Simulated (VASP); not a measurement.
**CuAu: accuracy against cost in the k-mesh and precision settings**

How sensitive are energy and pressure of CuAu to the k-mesh and precision settings? The series runs use PBEsol. The k-mesh tried: 2 2 2; 3 3 3; 4 4 3; 5 5 4; 7 7 5; 9 9 7; 12 12 9; 14 14 11. The precision settings tried: PREC = Low; PREC = Medium; PREC = Normal; PREC = Single; PREC = Accurate; LREAL = Auto; ADDGRID = .TRUE.; LASPH = .FALSE.. The start is a cell from a database of measured crystal structures.

Main program and level: VASP 6.6.1; PBEsol; plane waves and PAW (Cu, Au).

The database entry behind the starting cell is an old determination (1936), so it need not match the best structure at ambient conditions.

## 1. The structure

The structure is tetragonal, space group P4/mmm (No. 123). The conventional cell has a = 2.811 Å, b = 2.811 Å, c = 3.685 Å, α = 90.00°, β = 90.00°, γ = 90.00°. Nearest to Cu lie 8 Au at 2.71 Å and 4 Cu at 2.81 Å. Nearest to Au lie 8 Cu at 2.71 Å and 4 Au at 2.81 Å. Farther neighbours are not listed.

As a file:

```cif
data_structure
_symmetry_space_group_name_H-M 'P4/mmm'
_symmetry_Int_Tables_number 123
_cell_length_a 2.8107
_cell_length_b 2.8107
_cell_length_c 3.6850
_cell_angle_alpha 90.000
_cell_angle_beta 90.000
_cell_angle_gamma 90.000
_cell_volume 29.11
loop_
_atom_site_label
_atom_site_type_symbol
_atom_site_symmetry_multiplicity
_atom_site_Wyckoff_symbol
_atom_site_fract_x
_atom_site_fract_y
_atom_site_fract_z
_atom_site_occupancy
Cu1 Cu 1 d 0.50000 0.50000 0.50000 1
Au1 Au 1 a 0.00000 0.00000 0.00000 1
```

## 2. K-mesh: 2 2 2

The sum over the zone converges with the mesh, fast for insulators and slowly for metals. PBEsol restores the gradient expansion of exchange and is tuned for the cells of solids.

INCAR

```
SYSTEM = CuAu
PREC = Accurate
ENCUT = 400
EDIFF = 1E-06
NELM = 100
ISMEAR = -1
SIGMA = 0.05
LREAL = .FALSE.
ALGO = Normal
GGA = PS
NBANDS = 17
LASPH = .TRUE.
LORBIT = 11
LWAVE = .FALSE.
LCHARG = .FALSE.
NCORE = 2
ISIF = 2
```

POSCAR

```
CuAu
1.0
    2.8107494552      0.0000000000      0.0000000000
    0.0000000000      2.8107494552      0.0000000000
    0.0000000000      0.0000000000      3.6850000000
Cu Au
1 1
Direct
    0.5000000000      0.5000000000      0.5000000000
    0.0000000000      0.0000000000      0.0000000000
```

KPOINTS

```
Automatic mesh
0
Gamma
2 2 2
0 0 0
```

The projector-augmented-wave data sets are Cu and Au (PBE family, release 64).

Run with:

```bash
$ mpirun -np 2 vasp_std
```

Output:

```text
[banner, memory and clock lines left out]
running    2 mpi-ranks, on    1 nodes
 distrk:  each k-point on    2 cores,    1 groups
 distr:  one band on    2 cores,    1 groups

 POSCAR found type information on POSCAR CuAu
 POSCAR found :  2 types and       2 ions
|                                                                             |
|               ----> ADVICE to this user running VASP <----                  |
|                                                                             |
|     You enforced a specific xc type in the INCAR file but a different       |
|     [... a line on the potential file left out ...]
|     I HOPE YOU KNOW WHAT YOU ARE DOING!                                     |
|                                                                             |

 LDA part: xc-table for (Slater+PW92), standard interpolation
 POSCAR, INCAR and KPOINTS ok, starting setup
 FFT: planning ... GRIDC
 FFT: planning ... GRID_SOFT
 FFT: planning ... GRID
 WAVECAR not read
 entering main loop
       N       E                     dE             d eps       ncg     rms          rms(c)
DAV:   1     0.104665255584E+03    0.10467E+03   -0.95046E+03   220   0.150E+03
DAV:   2    -0.433771188445E+01   -0.10900E+03   -0.10363E+03   204   0.261E+02
DAV:   3    -0.751616639581E+01   -0.31785E+01   -0.30494E+01   257   0.530E+01
DAV:   4    -0.755453954457E+01   -0.38373E-01   -0.38343E-01   247   0.507E+00
DAV:   5    -0.755560634230E+01   -0.10668E-02   -0.10666E-02   293   0.802E-01    0.147E+01
DAV:   6    -0.708232411130E+01    0.47328E+00   -0.80150E+00   210   0.655E+01    0.765E+00
DAV:   7    -0.651554749323E+01    0.56678E+00   -0.35072E+00   265   0.622E+01    0.980E+00
DAV:   8    -0.634089741752E+01    0.17465E+00   -0.21424E+00   239   0.163E+01    0.278E+00
DAV:   9    -0.632766586240E+01    0.13232E-01   -0.42794E-02   278   0.630E+00    0.808E-01
DAV:  10    -0.632183475425E+01    0.58311E-02   -0.11708E-02   238   0.300E+00    0.232E-01
DAV:  11    -0.632155043370E+01    0.28432E-03   -0.98849E-04   272   0.426E-01    0.830E-02
DAV:  12    -0.632152775516E+01    0.22679E-04   -0.30399E-05   300   0.860E-02    0.274E-02
DAV:  13    -0.632152370303E+01    0.40521E-05   -0.11125E-05   281   0.908E-02    0.662E-03
DAV:  14    -0.632152322821E+01    0.47482E-06   -0.54843E-07   133   0.923E-03
   1 F= -.63215232E+01 E0= -.63099946E+01  d E =-.230573E-01
```

Elapsed: 2.6 s, on 2 MPI ranks of AMD EPYC 7R43, shared host; peak memory 0.15 GiB.

The logs omit lines about the potential files and the build; timing stands in the text.

Parts of OUTCAR (step 2):

```text
ion  position               nearest neighbor table
   1  0.500  0.500  0.500-   2 2.71   2 2.71   2 2.71   2 2.71   2 2.71   2 2.71   2 2.71   2 2.71

  LATTYP: Found a simple tetragonal cell.
 ALAT       =     2.8107494552
 C/A-ratio  =     1.3110382333

 Subroutine GETGRP returns: Found 16 space group operations
 (whereof 16 operations were pure point group operations)

The static configuration has the point symmetry D_4h.

 Found      6 irreducible k-points:

   k-points           NKPTS =      6   k-points in BZ     NKDIM =      6   number of bands    NBANDS=     17

   dimension x,y,z NGX =    18 NGY =   18 NGZ =   24
   dimension x,y,z NGXF=    36 NGYF=   36 NGZF=   48

   ENCUT  =  400.0 eV  29.40 Ry    5.42 a.u.   4.58  4.58  6.01*2*pi/ulx,y,z

   NELECT =      22.0000    total number of electrons

 k-points in reciprocal lattice and weights: Automatic mesh
   0.00000000  0.00000000  0.00000000       0.125
   0.50000000  0.00000000  0.00000000       0.250
   0.50000000  0.50000000  0.00000000       0.125
   0.00000000  0.00000000  0.50000000       0.125
   0.50000000  0.00000000  0.50000000       0.250
   0.50000000  0.50000000  0.50000000       0.125

 average (electrostatic) potential at core
       1 -62.1438       2 -65.3415

 E-fermi :   7.6983

 k-point     1 :       0.0000    0.0000    0.0000
  band No.  band energies     occupation
    ...
      7       5.7195      2.00000
      8       6.4353      2.00000
      9       6.8630      2.00000
     10       7.0908      1.99999
     11       7.0908      1.99999
     12      10.5941      0.00000
     13      16.5568      0.00000
     14      18.5332      0.00000
     15      18.5332      0.00000
     16      25.2433      0.00000
    ...

 k-point     2 :       0.5000    0.0000    0.0000
  band No.  band energies     occupation
    ...
      7       5.5535      2.00000
      8       5.6148      2.00000
      9       6.2043      2.00000
     10       6.3969      2.00000
     11       7.6858      1.12370
     12       8.1901      0.00011
     13      17.8543      0.00000
     14      18.0084      0.00000
     15      19.8376      0.00000
     16      19.8769      0.00000
    ...

 k-point     3 :       0.5000    0.5000    0.0000
  band No.  band energies     occupation
    ...
      6       6.8191      2.00000
      7       6.8748      2.00000
      8       6.9321      2.00000
      9       7.1877      1.99993
     10       7.1877      1.99993
     11       9.1280      0.00000
     12       9.1280      0.00000
     13      13.5730      0.00000
     14      15.3677      0.00000
     15      18.5913      0.00000
    ...

  Total        1.0318171      1.0318171      0.2582813      0.0000000      0.0000000     -0.0000000
  in kB       56.7847280     56.7847280     14.2141771      0.0000000      0.0000000     -0.0000000
  external PRESSURE =      42.5945444 kB  Pullay stress =       0.0000000 kB

  energy-cutoff  :      400.00
  volume of cell :       29.11
      direct lattice vectors                 reciprocal lattice vectors
     2.810749455  0.000000000  0.000000000     0.355776997  0.000000000  0.000000000
     0.000000000  2.810749455  0.000000000     0.000000000  0.355776997  0.000000000
     0.000000000  0.000000000  3.685000000     0.000000000  0.000000000  0.271370421

 POSITION                                       TOTAL-FORCE (eV/Angst)
 -----------------------------------------------------------------------------------
      1.40537      1.40537      1.84250         0.000000      0.000000      0.000000
      0.00000      0.00000      0.00000         0.000000      0.000000      0.000000
 -----------------------------------------------------------------------------------
    total drift:                                0.000000     -0.000000     -0.000000

  FREE ENERGIE OF THE ION-ELECTRON SYSTEM (eV)
  ---------------------------------------------------
  free  energy   TOTEN  =        -6.3215232282 eV

  energy  without entropy=       -6.2984659253  energy(sigma->0) =       -6.30999458

 total charge
# of ion       s       p       d       tot
------------------------------------------
    1        0.370   0.364   9.186   9.919
    2        0.494   0.505   8.683   9.682
--------------------------------------------------
tot          0.863   0.868  17.869  19.601

[... 3 further parts left out ...]
```

The PAW data sets were made with PBE, which is usual practice but a small mismatch for other functionals.

Numbers from this step:

```yaml
scf_cycles: 14
electrons: 22
bands: 17
irreducible_k_points: 6
symmetry_operations: 16
free_energy_toten: -6.322 eV
energy_at_zero_smearing: -6.310 eV
fermi_energy: 7.698 eV
pressure: 4.259 GPa
metallic: yes
```

The series starts at -3.1550 eV an atom and 4.26 GPa, after 14 cycles in 2.6 s.

## 3. K-mesh: 3 3 3

INCAR, as its differences from that of step 2:

```diff
@@ -15,3 +15,3 @@
 LCHARG = .FALSE.
-NCORE = 2
+KPAR = 2
 ISIF = 2
```

POSCAR is that of step 2.

KPOINTS

```
Automatic mesh
0
Gamma
3 3 3
0 0 0
```

Run with:

```bash
$ mpirun -np 2 vasp_std
```

Output:

```text
[banner, memory and clock lines left out]
running    2 mpi-ranks, on    1 nodes
[...]
[... a notice as in an earlier step ...]

 LDA part: xc-table for (Slater+PW92), standard interpolation
 POSCAR, INCAR and KPOINTS ok, starting setup
[...]
entering main loop
       N       E                     dE             d eps       ncg     rms          rms(c)
DAV:   1     0.106521378105E+03    0.10652E+03   -0.94198E+03   220   0.148E+03
DAV:   2    -0.624612990638E+01   -0.11277E+03   -0.10553E+03   205   0.271E+02
DAV:   3    -0.971730778031E+01   -0.34712E+01   -0.34277E+01   266   0.593E+01
DAV:   4    -0.975699356439E+01   -0.39686E-01   -0.39671E-01   246   0.514E+00
[...]
DAV:  11    -0.862222646952E+01    0.21451E-04   -0.20668E-04   319   0.452E-01    0.240E-02
DAV:  12    -0.862222161578E+01    0.48537E-05   -0.23057E-05   318   0.116E-01    0.516E-03
DAV:  13    -0.862222109806E+01    0.51772E-06   -0.56338E-07   139   0.118E-02
   1 F= -.86222211E+01 E0= -.86138902E+01  d E =-.166618E-01
```

The job ended after 2.6 s (2 MPI ranks; peak memory 0.18 GiB).

From OUTCAR (step 3):

```text
  Total       -0.6030611     -0.6030611     -0.9333433      0.0000000      0.0000000     -0.0000000
  in kB      -33.1886939    -33.1886939    -51.3653461      0.0000000      0.0000000     -0.0000000
  external PRESSURE =     -39.2475780 kB  Pullay stress =       0.0000000 kB

  FREE ENERGIE OF THE ION-ELECTRON SYSTEM (eV)
  ---------------------------------------------------
  free  energy   TOTEN  =        -8.6222210981 eV

  energy  without entropy=       -8.6055592940  energy(sigma->0) =       -8.61389020

[... 3 parts as in an earlier step ...]

[... 1 further part left out ...]
[key lines of the parts left out:]
E-fermi :   8.4107
```

Against the run before the energy moves by -1151.95 meV an atom and the pressure by -8.18 GPa, after 13 cycles in 2.6 s.

## 4. K-mesh: 4 4 3

INCAR is that of step 3.

POSCAR is that of step 3.

KPOINTS

```
Automatic mesh
0
Gamma
4 4 3
0 0 0
```

Run with:

```bash
$ mpirun -np 2 vasp_std
```

Output:

```text
[... set-up lines as in an earlier step ...]
 entering main loop
       N       E                     dE             d eps       ncg     rms          rms(c)
DAV:   1     0.112548791321E+03    0.11255E+03   -0.95598E+03   440   0.145E+03
DAV:   2    -0.600058246606E+01   -0.11855E+03   -0.11080E+03   417   0.277E+02
DAV:   3    -0.934272580138E+01   -0.33421E+01   -0.33107E+01   486   0.582E+01
DAV:   4    -0.939077687878E+01   -0.48051E-01   -0.48016E-01   527   0.554E+00
[...]
DAV:  11    -0.815230549080E+01    0.58090E-04   -0.40794E-04   617   0.492E-01    0.263E-02
DAV:  12    -0.815229816000E+01    0.73308E-05   -0.22790E-05   650   0.103E-01    0.960E-03
DAV:  13    -0.815229748676E+01    0.67324E-06   -0.14078E-06   277   0.419E-02
   1 F= -.81522975E+01 E0= -.81450281E+01  d E =-.145388E-01
```

Wall time 3.2 s (2 MPI ranks); peak memory 0.18 GiB; 5.2 s of CPU time.

Parts of OUTCAR (step 4):

```text
  Total       -0.2215010     -0.2215010     -1.3184990      0.0000000     -0.0000000      0.0000000
  in kB      -12.1900240    -12.1900240    -72.5618990      0.0000000     -0.0000000      0.0000000
  external PRESSURE =     -32.3139823 kB  Pullay stress =       0.0000000 kB

  FREE ENERGIE OF THE ION-ELECTRON SYSTEM (eV)
  ---------------------------------------------------
  free  energy   TOTEN  =        -8.1522974868 eV

  energy  without entropy=       -8.1377587213  energy(sigma->0) =       -8.14502810

[... 2 parts as in an earlier step ...]

[... 2 further parts left out ...]
[key lines of the parts left out:]
E-fermi :   8.5621
```

Against the run before the energy moves by +234.43 meV an atom and the pressure by +0.69 GPa, after 13 cycles in 3.2 s.

## 5. K-mesh: 5 5 4

INCAR is that of step 4.

POSCAR is that of step 4.

KPOINTS

```
Automatic mesh
0
Gamma
5 5 4
0 0 0
```

Run with:

```bash
$ mpirun -np 2 vasp_std
```

Output:

```text
[... set-up lines as in an earlier step ...]
 entering main loop
       N       E                     dE             d eps       ncg     rms          rms(c)
DAV:   1     0.114155483128E+03    0.11416E+03   -0.95314E+03   652   0.151E+03
DAV:   2    -0.583540248417E+01   -0.11999E+03   -0.11262E+03   636   0.273E+02
DAV:   3    -0.959381292069E+01   -0.37584E+01   -0.37250E+01   720   0.598E+01
DAV:   4    -0.964325096645E+01   -0.49438E-01   -0.49407E-01   772   0.563E+00
[...]
DAV:  11    -0.844985126191E+01    0.93586E-05   -0.10245E-04   889   0.250E-01    0.322E-02
DAV:  12    -0.844984620187E+01    0.50600E-05   -0.15536E-05   938   0.113E-01    0.455E-03
DAV:  13    -0.844984592256E+01    0.27931E-06   -0.33004E-07   374   0.931E-03
   1 F= -.84498459E+01 E0= -.84470467E+01  d E =-.559849E-02
```

Run time: 3.8 s. Hardware: 2 MPI ranks; peak memory 0.19 GiB; 6.4 s of CPU time.

Parts of OUTCAR (step 5):

```text
  Total       -0.8019836     -0.8019836     -0.8929138      0.0000000      0.0000000     -0.0000000
  in kB      -44.1361375    -44.1361375    -49.1403630      0.0000000      0.0000000     -0.0000000
  external PRESSURE =     -45.8042126 kB  Pullay stress =       0.0000000 kB

  FREE ENERGIE OF THE ION-ELECTRON SYSTEM (eV)
  ---------------------------------------------------
  free  energy   TOTEN  =        -8.4498459226 eV

  energy  without entropy=       -8.4442474317  energy(sigma->0) =       -8.44704668

[... 2 parts as in an earlier step ...]

[... 2 further parts left out ...]
[key lines of the parts left out:]
E-fermi :   8.8472
```

Against the run before the energy moves by -151.01 meV an atom and the pressure by -1.35 GPa, after 13 cycles in 3.8 s.

## 6. K-mesh: 7 7 5

INCAR is that of step 5.

POSCAR is that of step 5.

KPOINTS

```
Automatic mesh
0
Gamma
7 7 5
0 0 0
```

Run with:

```bash
$ mpirun -np 2 vasp_std
```

Output:

```text
[... set-up lines as in an earlier step ...]
 entering main loop
       N       E                     dE             d eps       ncg     rms          rms(c)
DAV:   1     0.108225800559E+03    0.10823E+03   -0.94647E+03  1124   0.149E+03
DAV:   2    -0.627666058552E+01   -0.11450E+03   -0.10797E+03  1053   0.272E+02
DAV:   3    -0.955643778415E+01   -0.32798E+01   -0.32476E+01  1261   0.566E+01
DAV:   4    -0.959579883105E+01   -0.39361E-01   -0.39343E-01  1289   0.512E+00
[...]
DAV:  11    -0.838153455339E+01    0.25148E-05   -0.94928E-05  1527   0.194E-01    0.405E-02
DAV:  12    -0.838152829268E+01    0.62607E-05   -0.17761E-05  1485   0.139E-01    0.401E-03
DAV:  13    -0.838152811953E+01    0.17315E-06   -0.48294E-07   638   0.764E-03
   1 F= -.83815281E+01 E0= -.83801983E+01  d E =-.265972E-02
```

Run time: 5 s. Hardware: 2 MPI ranks; peak memory 0.19 GiB.

Parts of OUTCAR (step 6):

```text
  Total       -0.7363859     -0.7363859     -0.8702821      0.0000000      0.0000000      0.0000000
  in kB      -40.5260513    -40.5260513    -47.8948546      0.0000000      0.0000000      0.0000000
  external PRESSURE =     -42.9823191 kB  Pullay stress =       0.0000000 kB

  FREE ENERGIE OF THE ION-ELECTRON SYSTEM (eV)
  ---------------------------------------------------
  free  energy   TOTEN  =        -8.3815281195 eV

  energy  without entropy=       -8.3788684007  energy(sigma->0) =       -8.38019826

[... 2 parts as in an earlier step ...]

[... 2 further parts left out ...]
[key lines of the parts left out:]
E-fermi :   8.4460
```

Against the run before the energy moves by +33.42 meV an atom and the pressure by +0.28 GPa, after 13 cycles in 5 s.

## 7. K-mesh: 9 9 7

INCAR is that of step 6.

POSCAR is that of step 6.

KPOINTS

```
Automatic mesh
0
Gamma
9 9 7
0 0 0
```

Run with:

```bash
$ mpirun -np 2 vasp_std
```

Output:

```text
[... set-up lines as in an earlier step ...]
 entering main loop
       N       E                     dE             d eps       ncg     rms          rms(c)
DAV:   1     0.107057037832E+03    0.10706E+03   -0.94264E+03  2200   0.150E+03
DAV:   2    -0.622012664987E+01   -0.11328E+03   -0.10719E+03  2066   0.266E+02
DAV:   3    -0.953213857603E+01   -0.33120E+01   -0.32805E+01  2584   0.577E+01
DAV:   4    -0.957312179406E+01   -0.40983E-01   -0.40965E-01  2511   0.520E+00
[...]
DAV:  11    -0.836520156129E+01    0.39566E-05   -0.69002E-05  2820   0.101E-01    0.396E-02
DAV:  12    -0.836519671163E+01    0.48497E-05   -0.10526E-05  2641   0.110E-01    0.396E-03
DAV:  13    -0.836519658179E+01    0.12984E-06   -0.37731E-07  1250   0.628E-03
   1 F= -.83651966E+01 E0= -.83632912E+01  d E =-.381076E-02
```

The job ended after 7.8 s (2 MPI ranks; peak memory 0.21 GiB; 14 s of CPU time).

OUTCAR, selected parts (step 7):

```text
  Total       -0.7644592     -0.7644592     -0.8085301      0.0000000      0.0000000      0.0000000
  in kB      -42.0710277    -42.0710277    -44.4964140      0.0000000      0.0000000      0.0000000
  external PRESSURE =     -42.8794898 kB  Pullay stress =       0.0000000 kB

  FREE ENERGIE OF THE ION-ELECTRON SYSTEM (eV)
  ---------------------------------------------------
  free  energy   TOTEN  =        -8.3651965818 eV

  energy  without entropy=       -8.3613858248  energy(sigma->0) =       -8.36329120

[... 2 parts as in an earlier step ...]

[... 2 further parts left out ...]
[key lines of the parts left out:]
E-fermi :   8.4973
```

Against the run before the energy moves by +8.45 meV an atom and the pressure by +0.01 GPa, after 13 cycles in 7.8 s.

## 8. K-mesh: 12 12 9

INCAR is that of step 7.

POSCAR is that of step 7.

KPOINTS

```
Automatic mesh
0
Gamma
12 12 9
0 0 0
```

Run with:

```bash
$ mpirun -np 2 vasp_std
```

Output:

```text
[... set-up lines as in an earlier step ...]
 entering main loop
       N       E                     dE             d eps       ncg     rms          rms(c)
DAV:   1     0.103364595145E+03    0.10336E+03   -0.94401E+03  5234   0.150E+03
DAV:   2    -0.620149207432E+01   -0.10957E+03   -0.10331E+03  4855   0.265E+02
DAV:   3    -0.952258414184E+01   -0.33211E+01   -0.32706E+01  5851   0.568E+01
DAV:   4    -0.956430069248E+01   -0.41717E-01   -0.41695E-01  6055   0.523E+00
[...]
DAV:  11    -0.834752977000E+01    0.14454E-04   -0.99057E-05  5908   0.105E-01    0.392E-02
DAV:  12    -0.834752478781E+01    0.49822E-05   -0.15454E-05  6478   0.136E-01    0.426E-03
DAV:  13    -0.834752457480E+01    0.21300E-06   -0.81925E-07  2952   0.251E-02
   1 F= -.83475246E+01 E0= -.83439218E+01  d E =-.720562E-02
```

Elapsed: 16 s, on 2 MPI ranks; peak memory 0.26 GiB; 32 s of CPU time.

OUTCAR, selected parts (step 8):

```text
  Total       -0.6712383     -0.6712383     -0.8525365      0.0000000     -0.0000000      0.0000000
  in kB      -36.9407357    -36.9407357    -46.9182514      0.0000000     -0.0000000      0.0000000
  external PRESSURE =     -40.2665743 kB  Pullay stress =       0.0000000 kB

  FREE ENERGIE OF THE ION-ELECTRON SYSTEM (eV)
  ---------------------------------------------------
  free  energy   TOTEN  =        -8.3475245748 eV

  energy  without entropy=       -8.3403189524  energy(sigma->0) =       -8.34392176

[... 2 parts as in an earlier step ...]

[... 2 further parts left out ...]
[key lines of the parts left out:]
E-fermi :   8.4770
```

Against the run before the energy moves by +9.68 meV an atom and the pressure by +0.26 GPa, after 13 cycles in 16 s.

(Continued in part 2 of 3.)

[Lines on the potential files, build, host, timing and source positions are cut from VASP's logs without a mark.]

[Logs are printed without paths, hosts, clocks, repeated set-up lines and the standing remarks that a program may print on its own settings, such as how far it seeks lower states.]

[Hosts, paths, dates, database ids (printed as entryN), source tags and the programs' standing remarks are cut or masked in the printed files.]

[A measured line is paired with the nearest computed mode of its activity, which favours agreement.]
